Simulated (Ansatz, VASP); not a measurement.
Given: the input of a run of VASP 6.6.1 on Rb3Sr. The cell comes from a database or a generator and needn't be the stable form of this composition.

File INCAR:

```
ALGO = Normal
EDIFF = 1E-7
ENCUT = 520
GGA = PE
ISIF = 2
ISMEAR = -1
LASPH = True
LCHARG = False
LREAL = False
LWAVE = False
NBANDS = 26
NELM = 60
PREC = Accurate
SIGMA = 0.05
```

Contents of KPOINTS:

```
k-points
0
Gamma
  6 6 6
```

The input POSCAR:

```
Rb3Sr
1.0
   -3.4117710000      3.4117710000      6.9324600000
    3.4117710000     -3.4117710000      6.9324600000
    3.4117710000      3.4117710000     -6.9324600000
Sr Rb
1 3
Direct
    0.0000000000      0.0000000000      0.0000000000
    0.5000000000      0.5000000000      0.0000000000
    0.2500000000      0.7500000000      0.5000000000
    0.7500000000      0.2500000000      0.5000000000
```

Potentials or basis: VASP PAW PBE potentials, release 64 (Sr_sv, Rb_sv).

Run with:

```sh
$ cat potpaw_PBE.64/Sr_sv/POTCAR potpaw_PBE.64/Rb_sv/POTCAR > POTCAR
$ mpirun -np 1 vasp_std > vasp.out
```

Set up the same calculation for Ansatz 0.2.0. Potentials or basis there: Ansatz PAW, cutoff 420 eV.

As run (cutoffs and basis follow the program's own potentials, and thresholds, step limits or extra output files can differ):

The input input.yaml:

```yaml
crystal:
  lattice:
    - [-3.411771, 3.411771, 6.93246]
    - [3.411771, -3.411771, 6.93246]
    - [3.411771, 3.411771, -6.93246]
  atoms:
    - { symbol: Sr, position: [0.0, 0.0, 0.0] }
    - { symbol: Rb, position: [0.5, 0.5, 0.0] }
    - { symbol: Rb, position: [0.25, 0.75, 0.5] }
    - { symbol: Rb, position: [0.75, 0.25, 0.5] }
hamiltonian:
  xc: pbe
  pseudopotentials: { kind: paw }
kpoints:
  mp_grid: { grid: [6, 6, 6] }
scf:
  occupations: { method: fermi_dirac, width: 0.05 }
output:
  forces: true
  stress: true
  eigenvalues: true
  write_density: true
  write_potential: true
  elf: true
  volumetric_format: npy
```

Potentials or basis: Ansatz PAW.

Run with:

```console
$ ansatz run input.yaml --threads 2 --pin off --max-ram 5120MiB --backend cpu --events-out ev --progress --plain --runs-dir out
```

Both were run:

|  | VASP | Ansatz |
| --- | --- | --- |
| Pressure | 0.0 GPa | 0.0 GPa |

Ansatz's pressure holds a Pulay term of +0.00 GPa for its cutoff of 420 eV, which the other run lacks.

Where Ansatz's input types no cutoff or centring, it takes its own default and a Γ-centred mesh.

Pressure is positive in compression.
